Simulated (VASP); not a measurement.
# GaB4: single point with PBE

GaB4:

```xyz
5
Lattice="3.7271 0.0000 0.0000 0.0000 3.7271 0.0000 0.0000 0.0000 3.7271" Properties=species:S:1:pos:R:3 pbc="T T T"
Ga    1.8636    1.8636    1.8636
B     3.1128    3.1128    3.1128
B     0.6143    0.6143    3.1128
B     0.6143    3.1128    0.6143
B     3.1128    0.6143    0.6143
```

The cell was built by a generator and needn't be a form met in nature.

The cell isn't the ideal one: random cell by space group and Wyckoff sites (P-43m, No. 215).

- Program: VASP 6.6.1
- Task: single point
- Functional: PBE
- Potentials or basis: VASP PAW PBE potentials, release 64 (Ga_d, B)
- Cutoff: 520 eV
- k mesh: 10 × 10 × 10
- Occupations: gaussian, width 0.1 eV
- Spin: no spin polarisation

| Property | Result |
| --- | --- |
| Pressure | 0.0 GPa |
| Largest force | 0.017 eV/Å |
| Band gap on the k mesh | none (metal or under the smearing width) |

Forces on the atoms (eV/Å):
```
Ga   0.000  0.000  0.000
B   -0.010 -0.010 -0.010
B    0.010  0.010 -0.010
B    0.010 -0.010  0.010
B   -0.010  0.010  0.010
```

Levels at points of the mesh, in eV from the Fermi level:
| k point | band 9 | band 10 | band 11 | band 12 | band 13 | band 14 | band 15 | band 16 | band 17 | band 18 |
| --- | --- | --- | --- | --- | --- | --- | --- | --- | --- | --- |
| (0.00, 0.00, 0.00) | -3.44 | -3.44 | -2.03 | -2.03 | 1.25 | 1.25 | 1.25 | 5.92 | 7.00 | 7.00 |
| (0.50, 0.00, 0.00) | -2.36 | -2.36 | -1.84 | -1.20 | -0.57 | -0.57 | 3.40 | 3.68 | 7.13 | 7.13 |
| (0.50, 0.50, 0.00) | -6.68 | -2.00 | -1.97 | 0.07 | 0.07 | 1.75 | 4.57 | 4.57 | 4.64 | 5.73 |
| (0.50, 0.50, 0.50) | -5.83 | -4.77 | -3.73 | -3.73 | -3.73 | 5.02 | 5.02 | 6.27 | 9.73 | 9.74 |

It took 34 s on 1 thread of AMD EPYC 9R45 96-Core Processor (Zen 5), with other jobs on the host, peak memory 0.16 GiB.
